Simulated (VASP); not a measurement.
Calculation: vdW-DF2, VASP's PBE PAW potentials (set 64) (plane waves; VASP 6.6.1).

The input files of a VASP run:

INCAR:
```
LORBIT  =  11
GGA  =  ML
NELM  =  100   # most electronic steps
SIGMA  =  0.05
LCHARG  =  .FALSE.
EDIFF  =  1E-7
AGGAC  =  0.0
PREC  =  Accurate
LASPH  =  .TRUE.
ICHARG  =  11   # fixed density
ZAB_VDW  =  -1.8867
ISMEAR  =  0   # Gaussian
LREAL  =  .FALSE.
ALGO  =  Normal   # blocked Davidson
LUSE_VDW  =  .TRUE.
LMAXMIX  =  4
SYSTEM  =  TiAl
ENCUT  =  520
LWAVE  =  .FALSE.
```

### POSCAR
```
TiAl
1
    2.8511505582     0.0000000000     0.0000000000
    0.0000000000     2.8511505582     0.0000000000
    0.0000000000     0.0000000000     4.1008010395
Ti Al
1 1
Direct
  0.0000000000   0.0000000000   0.0000000000
  0.5000000000   0.5000000000   0.5000000000
```

KPOINTS:
```
k-points along high-symmetry lines
10
Line-mode
Reciprocal
  0.000000   0.000000   0.000000 ! GAMMA
  0.000000   0.500000   0.000000 ! X

  0.000000   0.500000   0.000000 ! X
  0.500000   0.500000   0.000000 ! M

  0.500000   0.500000   0.000000 ! M
  0.000000   0.000000   0.000000 ! GAMMA

  0.000000   0.000000   0.000000 ! GAMMA
  0.000000   0.000000   0.500000 ! Z

  0.000000   0.000000   0.500000 ! Z
  0.000000   0.500000   0.500000 ! R

  0.000000   0.500000   0.500000 ! R
  0.500000   0.500000   0.500000 ! A

  0.500000   0.500000   0.500000 ! A
  0.000000   0.000000   0.500000 ! Z

  0.000000   0.500000   0.000000 ! X
  0.000000   0.500000   0.500000 ! R

  0.500000   0.500000   0.000000 ! M
  0.500000   0.500000   0.500000 ! A
```

POTCAR, in this order: Ti_sv Al (PBE.64 set). Program: vasp_std. Read from the step before: CHGCAR.

Output

### OUTCAR
```
 ion  position               nearest neighbor table
   1  0.000  0.000  0.000-   2 2.88   2 2.88   2 2.88   2 2.88   2 2.88   2 2.88   2 2.88   2 2.88
  LATTYP: Found a simple tetragonal cell.
 ALAT       =     2.8511505582
 C/A-ratio  =     1.4382969106
 Subroutine PRICEL returns:
 Original cell was already a primitive cell.
 Subroutine GETGRP returns: Found 16 space group operations
The static configuration has the point symmetry D_4h.
The dynamic configuration has the point symmetry D_4h.
 Subroutine INISYM returns: Found 16 space group operations
   k-points           NKPTS =     90   k-points in BZ     NKDIM =     90   number of bands    NBANDS=     11
   number of dos      NEDOS =    301   number of ions     NIONS =      2
   total plane-waves  NPLWV =  17280
   dimension x,y,z NGX =    24 NGY =   24 NGZ =   30
   dimension x,y,z NGXF=    48 NGYF=   48 NGZF=   60
   ions per type =               1   1
   PREC   = accura    normal or accurate (medium, high low for compatibility)
   ISTART =      0    job   : 0-new  1-cont  2-samecut
   ICHARG =     11    charge: 1-file 2-atom 10-const
   ISPIN  =      1    spin polarized calculation?
   LNONCOLLINEAR =      F non collinear calculations
   LSORBIT =      F    spin-orbit coupling
   INIWAV =      1    electr: 0-lowe 1-rand  2-diag
   ENCUT  =  520.0 eV  38.22 Ry    6.18 a.u.   5.30  5.30  7.62*2*pi/ulx,y,z
   NELM   =    100;   NELMIN=  2; NELMDL= -5     # of ELM steps
   EDIFF  = 0.1E-06   stopping-criterion for ELM
   LREAL  =      F    real-space projection
   NLSPLINE    = F    spline interpolate recip. space projectors
   LMAXMIX     =    4 max onsite mixed and CHGCAR
   VOSKOWN=      0    Vosko Wilk Nusair interpolation
   EDIFFG = 0.1E-05   stopping-criterion for IOM
   NSW    =      0    number of steps for IOM
   NBLOCK =      1;   KBLOCK =      1    inner block; outer block
   IBRION =     -1    ionic relax: 0-MD 1-quasi-New 2-CG
   NFREE  =      0    steps in history (QN), initial steepest desc. (CG)
   ISIF   =      2    stress and relaxation
   ISYM   =      2    0-nonsym 1-usesym 2-fastsym
   TEIN   =    0.0    initial temperature
   TEBEG  =    0.0;   TEEND  =   0.0 temperature during run
   SMASS  =  -3.00    Nose mass-parameter (am)
   PSTRESS=    0.0 pullay stress
   NELECT =      15.0000    total number of electrons
   EFERMI =   0.00;   METHOD = LEGACY
   ISMEAR =     0;   SIGMA  =   0.05  broadening in eV -4-tet -1-fermi 0-gaus
   IALGO  =     38    algorithm
   LDIAG  =      T    sub-space diagonalisation (order eigenvalues)
   IMIX   =      4    mixing-type and parameters
     AMIX     =   0.40;   BMIX     =  1.00
     AMIX_MAG =   1.60;   BMIX_MAG =  1.00
     AMIN     =   0.10
   GGA     = ML    functional components
   VOSKOWN =     0    Vosko Wilk Nusair interpolation
   LHFCALC =     F    Hartree Fock is set to
   LHFONE  =     F    Hartree Fock one center treatment
   AEXX    =    0.0000 exact exchange contribution
   LUSE_VDW   =     T    switch on vdW DFT
   IVDW    =     0    specifies the selected vdW correction
   LEPSILON=     F    determine dielectric tensor
   LRPA    =     F    only Hartree local field effects (RPA)
  energy-cutoff  :      520.00
  volume of cell :       33.34
      direct lattice vectors                 reciprocal lattice vectors
     2.851150558  0.000000000  0.000000000     0.350735599  0.000000000  0.000000000
     0.000000000  2.851150558  0.000000000     0.000000000  0.350735599  0.000000000
     0.000000000  0.000000000  4.100801040     0.000000000  0.000000000  0.243854796
 k-point     1 :   0.0000 0.0000 0.0000  plane waves:     919
 k-point     2 :   0.0000 0.0556 0.0000  plane waves:     909
 k-point     3 :   0.0000 0.1111 0.0000  plane waves:     901
 k-point     4 :   0.0000 0.1667 0.0000  plane waves:     901
 k-point     5 :   0.0000 0.2222 0.0000  plane waves:     899
 k-point     6 :   0.0000 0.2778 0.0000  plane waves:     901
 k-point     7 :   0.0000 0.3333 0.0000  plane waves:     896
 k-point     8 :   0.0000 0.3889 0.0000  plane waves:     902
 k-point     9 :   0.0000 0.4444 0.0000  plane waves:     894
...
```

**OSZICAR**
```
       N       E                     dE             d eps       ncg     rms          rms(c)
DAV:   1     0.990886992109E+02    0.99089E+02   -0.76462E+03  1980   0.139E+03
DAV:   2    -0.360594567715E+00   -0.99449E+02   -0.96484E+02  2034   0.338E+02
DAV:   3    -0.677622629236E+01   -0.64156E+01   -0.61493E+01  3209   0.815E+01
DAV:   4    -0.697035469759E+01   -0.19413E+00   -0.19105E+00  2444   0.122E+01
DAV:   5    -0.697967538144E+01   -0.93207E-02   -0.93158E-02  2913   0.229E+00
DAV:   6    -0.697980079313E+01   -0.12541E-03   -0.12541E-03  2424   0.238E-01
DAV:   7    -0.697980577255E+01   -0.49794E-05   -0.49794E-05  2971   0.370E-02
DAV:   8    -0.697980585770E+01   -0.85143E-07   -0.85675E-07  2401   0.417E-03
   1 F= -.69798059E+01 E0= -.69776470E+01  d E =-.431779E-02
```

**OUTCAR**
```
 val. band max:        7.8001369102   @ k =   0.0000   0.0000   0.0556

 cond. band min:       7.8406263844   @ k =   0.0000   0.2778   0.5000



 k-point     1 :       0.0000    0.0000    0.0000
  band No.  band energies     occupation
      1     -48.7400      2.00000
      2     -25.1312      2.00000
      3     -24.7016      2.00000
      4     -24.7016      2.00000
      5      -0.8322      2.00000
      6       6.3083      2.00000
      7       7.1904      2.00000
      8       7.7270      1.99676
      9      10.0472      0.00000
     10      10.0472      0.00000
     11      11.1966      0.00000

 k-point     2 :       0.0000    0.0556    0.0000
  band No.  band energies     occupation
      1     -48.7384      2.00000
      2     -25.1297      2.00000
      3     -24.7148      2.00000
      4     -24.7005      2.00000
      5      -0.7730      2.00000
      6       6.3566      2.00000
      7       7.2135      2.00000
      8       7.6699      1.99999
      9      10.0567      0.00000
     10      10.1209      0.00000
     11      11.1399      0.00000

 k-point     3 :       0.0000    0.1111    0.0000
  band No.  band energies     occupation
      1     -48.7340      2.00000
      2     -25.1253      2.00000
      3     -24.7527      2.00000
      4     -24.6973      2.00000
      5      -0.5961      2.00000
      6       6.4931      2.00000
      7       7.2723      2.00000
      8       7.5173      2.00000
      9      10.0842      0.00000
     10      10.3266      0.00000
     11      10.9834      0.00000

 k-point     4 :       0.0000    0.1667    0.0000
  band No.  band energies     occupation
      1     -48.7272      2.00000
      2     -25.1185      2.00000
      3     -24.8104      2.00000
      4     -24.6923      2.00000
      5      -0.3042      2.00000
      6       6.6940      2.00000
      7       7.3086      2.00000
      8       7.3260      2.00000
      9      10.1266      0.00000
     10      10.6351      0.00000
...
```

The density is held fixed in this step, so its total energy and stress have no physical meaning.

The compound is TiAl in the L1_0 structure. It was relaxed first. The electron count is odd and the run is not spin-polarised, which forces a metal.
